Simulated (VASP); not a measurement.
Crystal: Nb3B5.

```
Nb B
1.0
     2.95746    0.00000    0.00000
     0.00000    2.95746    0.00000
     0.00000    0.00000   10.36516
Nb B
3 5
Direct
  0.50000 0.50000 0.12500
  0.50000 0.50000 0.87500
  0.00000 0.00000 0.50000
  0.00000 0.00000 0.25000
  0.00000 0.00000 0.75000
  0.00000 0.00000 0.00000
  0.50000 0.50000 0.37500
  0.50000 0.50000 0.62500
```

The cell was built by a generator and needn't be a form met in nature.

* Program: VASP 6.6.1
* Task: relaxation of cell and atoms
* Functional: PBE
* Potentials or basis: VASP PAW PBE potentials, release 64 (Nb_sv, B)
* Cutoff: 520 eV
* k mesh: 6 × 6 × 2
* Occupations: gaussian, width 0.15 eV
* Spin: no spin polarisation

At the start: pressure -5.1 GPa; volume 11.33 Å³/atom.

Problem. Where does the relaxation end?

Solution. Over 23 steps the energy falls by 380.4 meV/atom and the volume is 10.50 Å³/atom (-7.3 %); space group P4/mmm (No. 123, to 0.05 Å).

Step by step:
```tsv
step	energy change (eV)	largest force (eV/Å)	pressure (GPa)	volume (Å³)
1	0.0000	1.5265	-5.11	90.66
2	-0.5952	1.8790	2.72	86.00
3	-0.7307	1.5566	10.64	82.84
4	-1.0129	1.6531	9.27	83.19
5	-1.2034	3.2129	8.88	83.83
6	-1.4050	3.3102	6.53	84.57
7	-1.7129	3.5766	0.96	86.74
8	-2.1604	2.5053	-2.08	87.04
9	-2.7689	0.7234	-7.85	87.76
10	-2.8044	0.5090	-8.84	87.92
11	-2.8075	0.4501	-9.09	87.97
12	-2.8946	0.4906	-5.82	86.38
13	-2.9542	0.6652	1.85	83.30
14	-2.9555	0.6487	1.33	83.65
15	-2.9552	0.6376	0.62	83.84
16	-2.9554	0.6422	0.63	83.75
17	-2.9724	0.5288	0.69	83.72
18	-3.0110	0.3128	0.82	83.64
19	-3.0202	0.4343	1.51	83.46
20	-3.0279	0.3476	1.14	83.53
21	-3.0382	0.2249	-0.22	84.09
22	-3.0397	0.1548	-1.16	84.43
23	-3.0436	0.0202	-0.34	84.01
```

Final structure:
```xyz
8
Lattice="2.7294 0.0000 0.0000 0.0000 2.7294 0.0000 0.0000 0.0000 11.2776" Properties=species:S:1:pos:R:3 pbc="T T T"
Nb    1.3647    1.3647    1.6182
Nb    1.3647    1.3647    9.6594
Nb    0.0000    0.0000    5.6388
B     0.0000    0.0000    3.2925
B     0.0000    0.0000    7.9851
B     0.0000    0.0000    0.0000
B     1.3647    1.3647    3.9443
B     1.3647    1.3647    7.3333
```
